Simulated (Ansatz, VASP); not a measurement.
**Cross-check of Ti (Titanium) between VASP and Ansatz**

Wanted: the spread between two codes on one cell, functional and k mesh. The cell is taken from a series of runs on this material, whose earlier steps may have relaxed, scaled, displaced or heated it; both programs get it as it stands.

Method: plane waves, with VASP 6.6.1 beside it; relaxation of cell and atoms at PBE with D3(BJ), in Ansatz 0.2.0.

### Step 1. Set-up

It takes space group P6_3/mmc (No. 194, hexagonal). The conventional cell has a = 2.887 Å, b = 2.887 Å, c = 4.573 Å, α = 90.00°, β = 90.00°, γ = 120.00°. Nearest to Ti lie 12 Ti at 2.83 to 2.89 Å.

Coordinates:

```
Ti
1.0
     2.88664    0.00000    0.00000
    -1.44332    2.49990    0.00000
     0.00000    0.00000    4.57284
Ti
2
Direct
  0.33333 0.66667 0.25000
  0.66667 0.33333 0.75000
```

### Step 2. VASP: relaxation of cell and atoms, PBE with D3(BJ)

The relaxed volume is the usual yardstick between codes: in a stiff, nearly cubic crystal its relative difference is about their pressure difference at one cell divided by the bulk modulus.

Lines of VASP's logs that name or quote its potential files are left out, and so is its time.

The input, INCAR:

```
SYSTEM = Ti
PREC = Accurate
ENCUT = 500
EDIFF = 1E-07
NELM = 120
ISMEAR = -1
SIGMA = 0.15
LREAL = .FALSE.
ALGO = Normal
GGA = PE
IVDW = 12
NBANDS = 18
LASPH = .TRUE.
LORBIT = 11
LWAVE = .FALSE.
LCHARG = .FALSE.
ISIF = 3
IBRION = 2
NSW = 80
EDIFFG = -0.005
GGA_COMPAT = .FALSE.
NELMIN = 4
```

The input, POSCAR:

```
Ti
1.0
    2.8866380000      0.0000000000      0.0000000000
   -1.4433190000      2.4999020000      0.0000000000
    0.0000000000      0.0000000000      4.5728430000
Ti
2
Direct
    0.3333331332      0.6666666666      0.2500000000
    0.6666664666      0.3333333332      0.7500000000
```

The input, KPOINTS:

```
Automatic mesh
0
Gamma
21 21 12
0 0 0
```

The projector-augmented-wave data sets are Ti_sv (PBE family, release 64).

Launch:

```console
mpirun -np 1 vasp_std
```

Numbers of over 12 decimals in the logs are rounded to 6 here.

Log:

```text
[banner, memory and clock lines left out]
running    1 mpi-ranks, on    1 nodes
 distrk:  each k-point on    1 cores,    1 groups
 distr:  one band on    1 cores,    1 groups

 POSCAR found type information on POSCAR Ti
 POSCAR found :  1 types and       2 ions
 LDA part: xc-table for (Slater+PW92), standard interpolation
 POSCAR, INCAR and KPOINTS ok, starting setup
 FFT: planning ... GRIDC
 FFT: planning ... GRID_SOFT
 FFT: planning ... GRID
 WAVECAR not read
 entering main loop
       N       E                     dE             d eps       ncg     rms          rms(c)
DAV:   1     0.253835604879E+03    0.25384E+03   -0.12966E+04 12128   0.164E+03
DAV:   2     0.122111014878E+02   -0.24162E+03   -0.23847E+03 12330   0.450E+02
DAV:   3    -0.163847469187E+02   -0.28596E+02   -0.28243E+02 22714   0.127E+02
DAV:   4    -0.175491653797E+02   -0.11644E+01   -0.11631E+01 13778   0.269E+01
DAV:   5    -0.176063351313E+02   -0.57170E-01   -0.57159E-01 18958   0.426E+00    0.124E+01
DAV:   6    -0.157062753474E+02    0.19001E+01   -0.68991E+00 14248   0.281E+01    0.328E+00
DAV:   7    -0.156977256766E+02    0.85497E-02   -0.76079E-01 18498   0.685E+00    0.209E+00
DAV:   8    -0.157312610388E+02   -0.33535E-01   -0.23273E-01 14154   0.571E+00    0.770E-01
DAV:   9    -0.157217104467E+02    0.95506E-02   -0.52108E-02 14268   0.248E+00    0.684E-02
DAV:  10    -0.157220404199E+02   -0.32997E-03   -0.29549E-03 17668   0.387E-01    0.869E-02
DAV:  11    -0.157220604934E+02   -0.20074E-04   -0.21232E-04 14870   0.114E-01    0.317E-02
DAV:  12    -0.157220513789E+02    0.91145E-05   -0.26924E-05 15390   0.489E-02    0.567E-03
DAV:  13    -0.157220518005E+02   -0.42155E-06   -0.17236E-06 15110   0.108E-02    0.118E-03
DAV:  14    -0.157220522454E+02   -0.44490E-06   -0.12417E-07  9090   0.305E-03    0.418E-04
DAV:  15    -0.157220526654E+02   -0.42004E-06   -0.39309E-08  7032   0.164E-03    0.891E-05
DAV:  16    -0.157220526452E+02    0.20200E-07   -0.17620E-08  6688   0.108E-03
   1 F= -.16991502E+02 E0= -.16902206E+02  d E =-.169915E+02
 curvature:   0.00 expect dE= 0.000E+00 dE for cont linesearch  0.000E+00
 trial: gam= 0.00000 g(F)=  0.720E-40 g(S)=  0.446E-04 ort = 0.000E+00 (trialstep = 0.100E+01)
 search vector abs. value=  0.446E-04
 bond charge predicted
       N       E                     dE             d eps       ncg     rms          rms(c)
DAV:   1    -0.157226811798E+02   -0.62851E-03   -0.93831E-03 12880   0.133E+00    0.104E-01
DAV:   2    -0.157225442877E+02    0.13689E-03   -0.58389E-04 12540   0.286E-01    0.508E-02
DAV:   3    -0.157224974482E+02    0.46839E-04   -0.17914E-04 17768   0.129E-01    0.133E-02
DAV:   4    -0.157224970643E+02    0.38395E-06   -0.13941E-05 13462   0.466E-02    0.740E-03
DAV:   5    -0.157224967464E+02    0.31789E-06   -0.16626E-06 17422   0.118E-02    0.321E-03
DAV:   6    -0.157224965372E+02    0.20920E-06   -0.34486E-07 12384   0.706E-03    0.573E-04
DAV:   7    -0.157224964506E+02    0.86624E-07   -0.40934E-08  6640   0.236E-03
   2 F= -.16991532E+02 E0= -.16902136E+02  d E =-.305091E-04
 trial-energy change:   -0.000031  1 .order   -0.000030   -0.000045   -0.000016
 step:   1.5746(harm=  1.5746)  dis= 0.00000  next Energy=   -16.991537 (dE=-0.351E-04)
 bond charge predicted
       N       E                     dE             d eps       ncg     rms          rms(c)
DAV:   1    -0.157227991853E+02   -0.30265E-03   -0.31005E-03 12874   0.765E-01    0.598E-02
DAV:   2    -0.157227543890E+02    0.44796E-04   -0.19297E-04 12508   0.164E-01    0.292E-02
DAV:   3    -0.157227387713E+02    0.15618E-04   -0.59144E-05 17748   0.743E-02    0.762E-03
DAV:   4    -0.157227385656E+02    0.20569E-06   -0.46270E-06 13454   0.269E-02    0.421E-03
DAV:   5    -0.157227383339E+02    0.23170E-06   -0.52578E-07 14318   0.673E-03    0.182E-03
DAV:   6    -0.157227382034E+02    0.13052E-06   -0.11511E-07  8276   0.447E-03    0.296E-04
DAV:   7    -0.157227381569E+02    0.46479E-07   -0.31152E-08  6310   0.208E-03
   3 F= -.16991537E+02 E0= -.16902083E+02  d E =-.352070E-04
 curvature:  -0.79 expect dE=-0.440E-05 dE for cont linesearch -0.288E-08
 trial: gam= 0.11632 g(F)=  0.217E-39 g(S)=  0.559E-05 ort = 0.404E-06 (trialstep = 0.111E+01)
 search vector abs. value=  0.629E-05
 reached required accuracy - stopping structural energy minimisation
```

Parts of OUTCAR (step 2):

```text
ion  position               nearest neighbor table
   1  0.333  0.667  0.250-   2 2.83   2 2.83   2 2.83   2 2.83   2 2.83   2 2.83
   2  0.667  0.333  0.750-   1 2.83   1 2.83   1 2.83   1 2.83   1 2.83   1 2.83

  LATTYP: Found a hexagonal cell.
 ALAT       =     2.8866380000
 C/A-ratio  =     1.5841414822

 Subroutine GETGRP returns: Found 24 space group operations
 (whereof 12 operations were pure point group operations)

The static configuration has the point symmetry D_3d.
 The point group associated with its full space group is D_6h.

 Found    336 irreducible k-points:

   k-points           NKPTS =    336   k-points in BZ     NKDIM =    336   number of bands    NBANDS=     18

   dimension x,y,z NGX =    24 NGY =   24 NGZ =   36
   dimension x,y,z NGXF=    48 NGYF=   48 NGZF=   72

   ENCUT  =  500.0 eV  36.75 Ry    6.06 a.u.   5.26  5.26  8.34*2*pi/ulx,y,z

   NELECT =      24.0000    total number of electrons

 k-points in reciprocal lattice and weights: Automatic mesh
   0.00000000  0.00000000  0.00000000       0.000
   0.04761905 -0.00000000  0.00000000       0.001
   0.09523810  0.00000000  0.00000000       0.001
   0.14285714  0.00000000  0.00000000       0.001
   0.19047619  0.00000000  0.00000000       0.001
   0.23809524  0.00000000  0.00000000       0.001
   0.28571429  0.00000000  0.00000000       0.001
   0.33333333 -0.00000000  0.00000000       0.001
   0.38095238  0.00000000  0.00000000       0.001
[...]
0.33333333  0.28571429  0.50000000       0.002
   0.33333333  0.33333333  0.50000000       0.000

 Edisp (eV)   -1.26904

 average (electrostatic) potential at core
       1 -71.7663       2 -71.7663

 E-fermi :   8.8437

 k-point     1 :       0.0000    0.0000    0.0000
  band No.  band energies     occupation
    ...
      6     -23.6784      2.00000
      7     -23.6615      2.00000
      8     -23.6615      2.00000
      9       2.5564      2.00000
     10       6.0727      2.00000
     11       9.6931      0.00692
     12       9.6931      0.00692
     13       9.7869      0.00371
     14       9.8151      0.00308
     15      10.2263      0.00020
    ...

 k-point     2 :       0.0476   -0.0000    0.0000
  band No.  band energies     occupation
    ...
      6     -23.6808      2.00000
      7     -23.6744      2.00000
      8     -23.6631      2.00000
      9       2.6238      2.00000
     10       6.1268      2.00000
     11       9.5301      0.02038
     12       9.6426      0.00968
     13       9.7415      0.00502
     14       9.9493      0.00126
     15      10.1904      0.00025
    ...

 k-point     3 :       0.0952    0.0000    0.0000
  band No.  band energies     occupation
    ...
      6     -23.7116      2.00000
      7     -23.6881      2.00000
      8     -23.6678      2.00000
      9       2.8232      2.00000
     10       6.2823      2.00000
     11       9.2803      0.10329
     12       9.2894      0.09751
     13       9.8848      0.00193
     14      10.0560      0.00062
     15      10.1594      0.00031
    ...

 Edisp (eV)   -1.26880

  Total      -0.00985    -0.00985    -0.00616     0.00000     0.00000     0.00000
  in kB      -0.47788    -0.47788    -0.29876     0.00000     0.00000     0.00000
  external pressure =       -0.42 kB  Pullay stress =        0.00 kB

  energy-cutoff  :      500.00
  volume of cell :       33.02
      direct lattice vectors                 reciprocal lattice vectors
     2.885212523  0.000000000  0.000000000     0.346594919  0.200106657  0.000000000
    -1.442606262  2.498667501  0.000000000     0.000000000  0.400213314  0.000000000
     0.000000000  0.000000000  4.579594354     0.000000000  0.000000000  0.218359951

 POSITION                                       TOTAL-FORCE (eV/Angst)
 -----------------------------------------------------------------------------------
     -0.00000      1.66578      1.14490        -0.000000      0.000000      0.000000
      1.44261      0.83289      3.43470         0.000000      0.000000      0.000000
 -----------------------------------------------------------------------------------
    total drift:                                0.002175     -0.000009     -0.000000

  FREE ENERGIE OF THE ION-ELECTRON SYSTEM (eV)
  ---------------------------------------------------
  free  energy   TOTEN  =       -16.9915371581 eV

  energy  without entropy=      -16.8126283732  energy(sigma->0) =      -16.90208277

 reached required accuracy - stopping structural energy minimisation

 total charge
# of ion       s       p       d       tot
------------------------------------------
    1        2.260   6.130   1.923  10.314
    2        2.260   6.130   1.923  10.314
--------------------------------------------------
tot          4.521  12.261   3.846  20.628

[... 3 further parts left out ...]
```

CONTCAR:

```
Ti
   1.00000000000000
     2.8852125232125223    0.0000000000000000    0.0000000000000000
    -1.4426062616062612    2.4986675006518095    0.0000000000000000
     0.0000000000000000    0.0000000000000000    4.5795943539797976
  Ti
     2
Direct
     0.3333331332000000    0.6666666666000012    0.2500000000000000
     0.6666664665999988    0.3333333332000024    0.7500000000000000
```

Dispersion corrections of this kind ignore metallic screening and tend to overbind metals. The run keeps the 24 symmetry operations of its start, so it cannot find a distortion of lower symmetry.

### Step 3. Ansatz: relaxation of cell and atoms, PBE with D3(BJ)

Ansatz runs on its default PAW (the set named soft_2) files.

The same cell, functional, mesh and smearing now go to Ansatz, which takes its cutoff from its data sets.

The input, input.yaml:

```yaml
crystal:
  lattice:
    - [2.8866381037, 0.0, 0.0]
    - [-1.4433190518, 2.4999019293, 0.0]
    - [0.0, 0.0, 4.5728432514]
  atoms:
    - { symbol: Ti, position: [0.3333333333, 0.6666666667, 0.25] }
    - { symbol: Ti, position: [0.6666666667, 0.3333333333, 0.75] }
kpoints:
  mp_grid: { grid: [21, 21, 12] }
hamiltonian:
  xc: pbe
  dispersion: d3bj
scf:
  occupations: { method: fermi_dirac, width: 0.15 }
output:
  forces: true
  stress: true
  eigenvalues: true
  write_density: true
  write_potential: true
  elf: true
  volumetric_format: npy
relax:
  adjacent_minimum: "off"
  f_tol: 0.001
  max_steps: 60
  cell: { stress_tol: 0.01 }
```

Launch:

```console
ansatz run input.yaml --threads 8 --pin off --max-ram 14336MiB --backend cpu --events-out ev --progress --plain --runs-dir out
```

Log:

```text
band count auto-derived: 17 (N_el = 24.0; filled up to band 12; 16 by the electrons, moments and atoms)
Engine: ansatz 0.2.0, x86_64-unknown-linux-gnu
Pseudopotentials: kind: paw
Pseudopotential: Ti, paw, valence charge 12, recommended cutoff 420 eV (normal), Ti.paw.azcp
Functional definition: PBE
  parameter kappa = 0.804
  parameter beta = 0.066725
  exchange = pbe_x(kappa = kappa, mu = beta*pi^2/3)
  correlation = pbe_c(beta = beta)
Crystal: 2 atoms, lattice volume = 32.999 Å³
Basis set: ecut = 420 eV, 627 PW (Γ), exchange–correlation on 40×40×64 points (8 copies of the dense FFT grid, shifted against one another)
Bands: 17, of which v1, the nominal top of the filled ones, is band 12 counted from 1 (11 counted from 0)
Symmetry: 24 space group operations
Space group: P63/mmc (ITA 194), of the structure as read, at distance tolerance 3.2e-5 Å
k-points: 336 of 5292
Non-local potential: Ti, projectors of the file, l = 0: 3, l = 1: 2, l = 2: 3, l = 3: 1
PAW form: soft (Blöchl's): semilocal exchange-correlation on the pseudo side does not see the compensation charge
PAW one-centre angular grid: Ti, 590 points (default); XC on 64 Gauss nodes
Initial density: superposition of atomic densities (neutral atoms: chi_scale 0, normalization atom), corrected by the library's trained network
Initial wavefunctions: pseudopotential atomic-orbital guess
Functional: x = pbe(κ = 0.804, μ = 0.219515), c = pbe(β = 0.066725)
SCF iter   1: F=—  HF=-5000.650787 eV  |F-HF|=—  |Δ(HF+E_count)|=         —  Δρ=3.76e-3  dr2=1.88e-3  ethr=1.77e-3  ⟨swp⟩=4.0  Hψ=23291  notcnv=0
preconditioner: auto → none  [metal: Δε(μ)=0.006 eV  Ē_g=3.331 eV  σ=0.150 eV  W_gap=0.01  n_scr=8 (ndim 8)  ℏωp=18.3 eV  f_vac=0.000  D(μ)=2.25/eV (n_scr^D=22)  sad-step TF]
SCF iter   2: F=—  HF=-5000.650488 eV  |F-HF|=—  |Δ(HF+E_count)|=   2.99e-4  Δρ=2.07e-3  dr2=6.62e-4  ethr=7.84e-6  ⟨swp⟩=1.0  Hψ=8427  notcnv=0
SCF iter   3: F=—  HF=-5000.650701 eV  |F-HF|=—  |Δ(HF+E_count)|=   2.13e-4  Δρ=2.04e-4  dr2=7.07e-6  ethr=2.76e-6  ⟨swp⟩=2.0  Hψ=7074  notcnv=0
SCF iter   4: F=—  HF=-5000.650677 eV  |F-HF|=—  |Δ(HF+E_count)|=   2.40e-5  Δρ=6.24e-5  dr2=1.14e-6  ethr=2.95e-8  ⟨swp⟩=2.1  Hψ=9348  notcnv=0
iter 5 did not close the SCF: its close was put off for the readings that it lacked (scf_convergence_deferred on its scf_iter line)
SCF iter   5: F=-5000.650677 eV  HF=-5000.650677 eV  |F-HF|=2.73e-9  |Δ(HF+E_count)|=   3.38e-7  Δρ=9.50e-6  dr2=1.52e-8  ethr=4.75e-9  ⟨swp⟩=2.2  Hψ=9442  notcnv=0
SCF iter   6: F=-5000.650677 eV  HF=-5000.650677 eV  |F-HF|=9.19e-11  |Δ(HF+E_count)|=   6.44e-9  Δρ=9.58e-7  dr2=8.90e-11  ethr=6.35e-11  ⟨swp⟩=3.4  Hψ=27700  notcnv=0
the search or the solves at the SCF's close seem to have found levels that the self-consistency loop had missed (the run counts 1). By its estimate they hold under 1e-12 electrons; where the run keeps them, the occupations were computed again with them
SCF 1 converged in 6 iterations: F = -5000.650677 eV  dr2 = 8.90e-11
  greatest PAW one-centre occupation: 0.999 electrons in one spin orbital (limit 2), on the Ti atom at site 1 (counted from 0), in its partial waves of l = 0
relax step   1: F+E_penalty+E_count = -5000.65067692 eV  Δ(F+E_penalty+E_count) = +0.000e0 eV  max|allowed force component| = 3.146e-16 eV/Å  Δτ_max = 0.0000 Å  P = +0.443 GPa  Ω = 32.999 Å³  (6 SCF iters, dr2 threshold 1.00e-7 eV, accepted)
[...]
relax step   4: F+E_penalty+E_count = -5000.65086832 eV  Δ(F+E_penalty+E_count) = -1.896e-6 eV  max|allowed force component| = 5.551e-17 eV/Å  Δτ_max = 0.0000 Å  P = +0.001 GPa  Ω = 33.121 Å³  energy of the carried Pulay correction = -1.273e-5 eV  (7 SCF iters, accepted)
[...]
relax step   5: F+E_penalty+E_count = -5000.65086854 eV  Δ(F+E_penalty+E_count) = -2.218e-7 eV  max|allowed force component| = 2.220e-16 eV/Å  Δτ_max = 0.0000 Å  P = -0.000 GPa  Ω = 33.121 Å³  energy of the carried Pulay correction = -1.276e-5 eV  (7 SCF iters, accepted)
[...]
relax step   6: F+E_penalty+E_count = -5000.65088045 eV  Δ(F+E_penalty+E_count) = -1.190e-5 eV  max|allowed force component| = 2.961e-16 eV/Å  Δτ_max = 0.0000 Å  P = -0.001 GPa  Ω = 33.121 Å³  stress off target by 8.41e-4 GPa  SCF on the basis re-selected at this cell (its energy is not comparable with the rows above)  (9 SCF iters)
basis re-selected at this cell: Δ(F+E_penalty+E_count) = -1.190e-5 eV, ΔP = -0.001 GPa vs the last step (what re-selecting the basis moved, of the pressure what is left beyond the Pulay correction that the steps carried, after the strain that the cell walked since its last selection, with what the two solves' SCF thresholds leave and, on support functions, any second-order correction that the steps lacked; it is no m [...]
SCF converged after 9 iterations
Free energy (F): -5000.650880 eV
Harris-Foulkes:  -5000.650880 eV  (|F-HF|=1.82e-12)
Internal energy: -5000.472031 eV  (E = F + TS)
E sigma→0 (E₀):  -5000.561456 eV
Entropy (-TS):   -0.178849 eV (-89.425 meV/atom)
Fermi energy:    14.106975 eV
--- Per-component energies (eV) ---
  E_band       = -294.994737
  E_kinetic    = 547.505173
  E_local      = -1573.595036  (includes V_loc(G=0)·N_el)
  E_nonlocal   = 16.414010
  E_hartree    = 651.076822
  E_xc         = -195.772668
  E_vxc        = -245.013165  (∫ρ·V_xc dr)
  E_paw        = -2095.595661  (= ΣΔE_a)
  E_vpaw       = -342.459584  (= ΣTr[D̂ρ^β])
  E_aug_tail   = 0.000219  (compensation charges beyond the density's cutoff)
  E_ewald      = -2349.239942
  E_disp       = -1.264950  (pairwise vdW)
  E_smearing   = -0.178849  (= −TS)
  E_closure    = -0.000000  (closes the sum)
  Σ components = -5000.650880   (vs F -5000.650880, Δ=0.00e0)
--- Forces (eV/Å), atoms counted from 1 ---
  atom   1  Ti     0.00000000     0.00000000    -0.00000000
  atom   2  Ti    -0.00000000    -0.00000000     0.00000000
  max |Σ_I F_I| component: 3.70e-17 eV/Å
--- Stress (GPa, compression-positive) ---
       -0.000841       0.000000       0.000000
        0.000000      -0.000841       0.000000
        0.000000       0.000000      -0.000339
  P = ⅓ Tr σ = -0.0007 GPa (-0.007 kbar)
--- Band table (eV; the first three rows and the last of 336) ---
  k-point 0: bands = [... 8 lower, 7.8629, 11.3519, 14.9578, 14.9578, 15.0292, 15.0803, 15.4906, 15.4906, ... 1 higher]
  k-point 1: bands = [... 8 lower, 7.9242, 11.3281, 14.9180, 14.9263, 14.9263, 15.0453, 15.4559, 15.4559, ... 1 higher]
  k-point 2: bands = [... 8 lower, 8.1057, 11.2414, 14.6485, 14.8609, 14.8609, 14.9442, 15.3619, 15.3619, ... 1 higher]
  k-point 335: bands = [... 8 lower, 12.8433, 12.8433, 13.0229, 13.0229, 13.9503, 13.9503, 15.9208, 15.9208, ... 1 higher]
--- Relaxed structure (5 steps of the walk, 5 accepted, 1 SCFs on fresh bases) ---
  F+E_penalty+E_count = -5000.65088045 eV   max|allowed force component| = 2.961e-16 eV/Å   (the final SCF, on the basis selected at the relaxed cell)
  cell:  # Å, volume = 33.1207 Å³
    - [2.888158, -2.8882658769533744e-11, 0]
    - [-1.444079, 2.501218, 1.46068229300906e-19]
    - [0, 2.671893280153255e-19, 4.584876]
  atoms:
    - { symbol: Ti, position: [0.333333, 0.666667, 0.25] }
    - { symbol: Ti, position: [0.666667, 0.333333, 0.75] }
```

### Step 4. Comparison

Known differences besides the potentials themselves: the cutoff is 420 eV in Ansatz and 500 eV in VASP; Ansatz adds a Pulay correction to the stress that steers its cell, VASP none. Total energies have different zeros and are not compared.

Compared:

```tsv
quantity	Ansatz	VASP	difference
volume (Å³)	33.12	33.02	+0.32 %
edge a after relaxation, in the typed setting (Å)	2.888	2.885	+0.10 %
edge c after relaxation, in the typed setting (Å)	4.585	4.580	+0.12 %
```

### Step 5. What came out

```
difference in volume (relaxation of cell and atoms, PBE with D3(BJ)) : 0.32 %
```

The difference in volume is 0.32 % (relaxation of cell and atoms, PBE with D3(BJ)), within the 1.2 % picked in this series as the mark of a large difference, as far as the stopping tolerances let one tell. How closely two codes agree says nothing of how well the functional describes the real material.

[Lines on the potential files, build, host, timing and source positions are cut from VASP's logs without a mark.]

[Logs are printed without paths, hosts, clocks, repeated set-up lines and the standing remarks that a program may print on its own settings, such as how far it seeks lower states.]

[Hosts, paths, dates, database ids (printed as entryN), source tags and the programs' standing remarks are cut or masked in the printed files.]
